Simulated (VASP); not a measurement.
Here is a VASP 6.6.1 calculation.

File INCAR:

```
SYSTEM = Sn2GeO3
PREC = Normal
ENCUT = 520
EDIFF = 1E-5
ISMEAR = 0
SIGMA = 0.05
LREAL = Auto
LASPH = .True.
NELM = 80
ALGO = Fast
ISIF = 2
LWAVE = .False.
LCHARG = .False.
GGA = PE
```

File KPOINTS:

```
Automatic mesh
0
Gamma
  5 5 2
  0 0 0
```

POSCAR

```
Sn2GeO3
1.0
    3.7925000000      0.0000000000      0.0000000000
    0.0000000000      3.7925000000      0.0000000000
    0.0000000000      0.0000000000     14.6220400000
Sn Ge O
4 2 6
Direct
    0.0000000000      0.5000000000      0.5934220000
    0.5000000000      0.0000000000      0.7561880000
    0.5000000000      0.0000000000      0.4065780000
    0.0000000000      0.5000000000      0.2438120000
    0.0000000000      0.5000000000      0.9332990000
    0.5000000000      0.0000000000      0.0667010000
    0.5000000000      0.5000000000      0.6746300000
    0.0000000000      0.0000000000      0.6746300000
    0.5000000000      0.5000000000      0.0000000000
    0.0000000000      0.0000000000      0.0000000000
    0.0000000000      0.0000000000      0.3253700000
    0.5000000000      0.5000000000      0.3253700000
```

Potentials or basis: VASP PAW PBE potentials, release 64 (Sn_d, Ge_d, O).

Run with:

```sh
$ cat potpaw_PBE.64/Sn_d/POTCAR potpaw_PBE.64/Ge_d/POTCAR potpaw_PBE.64/O/POTCAR > POTCAR
$ mpirun -np 1 vasp_std > vasp.out
```

Q: Predict the band gap on the k mesh.

A: 1.22 eV, indirect (least direct gap 1.49 eV).

Q: What does it give for the largest force?

A: 0.028 eV/Å.

Stress tensor (GPa, compression positive):
```
-0.02  0.00  0.00
 0.00 -0.02  0.00
 0.00  0.00 -0.16
```

Caveat: spin-orbit coupling is left out, which moves the levels of the heavy elements; an odd mesh through Γ misses points on the zone boundary, where band edges often lie.
